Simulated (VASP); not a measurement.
# MoTe2: band gap against strain

MoTe2 (2H layered, P6_3/mmc, 26.726 Å³/atom and stress up to 0.30 GPa in the relaxed cell, c along z) under an equal strain ε along x and y, with z held. PBE in VASP (plane waves, PAW), 480 eV, 12×12×4 Γ-centred mesh, Gaussian smearing 0.05 eV; ions are relaxed, or left where forces stay under 0.02 eV/Å, within the symmetry of each cell. Against the start cell, which lies near the measured one, the relaxed cell differs by 7.1 % in volume and 5.1 % in c; the values below rest on it. Gaps are the smallest on the run's k-mesh, which can miss an edge that lies off it, without spin-orbit coupling; in all rows the valence edge lies at about 1.2 Å⁻¹ from Γ and the conduction edge at about 0.8 Å⁻¹ from Γ.

Here s stands for strain and Eg for gap.

| strain (%) | gap (eV) |
|---|---|
| -3.00 | ? |
| -1.50 | 0.85 |
| -1.00 | 0.88 |
| -0.50 | 0.90 |
| 0.00 | 0.93 |

Taking a straight line for Eg over the 4 complete rows: Means: s -0.75000, Eg 0.890. About the means, the sum of products is 0.065000 and the sum of squares of s is 1.2500; the slope is their ratio. Least squares gives Eg = 0.929 + 0.0520·s. Residuals (row less fit): -0.001, 0.003, -0.003, 0.001; standard error 0.003 (degrees of freedom: 2). Over these rows the gap moves by 5.2 ± 0.3 eV per unit strain.

Question: What does the fit predict for Eg at s = -3.00, and how far is the calculated value from it?

Answer: Eg = 0.929 + 0.0520 × (-3.0) = 0.773 eV. The calculation gives 0.77 eV, which the fit meets to the printed digits. The row lies outside the fitted rows, so this is an extrapolation. The scatter of the fitted rows lies at the last printed digit.

For MoTe2: without a dispersion term in the relaxation, distances and binding between the weakly bound layers, chains or molecules are unreliable, and so is what depends on them. Spin-orbit coupling is left out, which can shift this property for MoTe2. Rows are the converged runs of the series near zero and its far end, less any whose ions stayed unrelaxed beside relaxed ones; series whose fitted rows scatter by over a few per cent of the range, as at a crossing or softening among them, aren't shown in this form. Most that stay on the fit to the last digits aren't either.
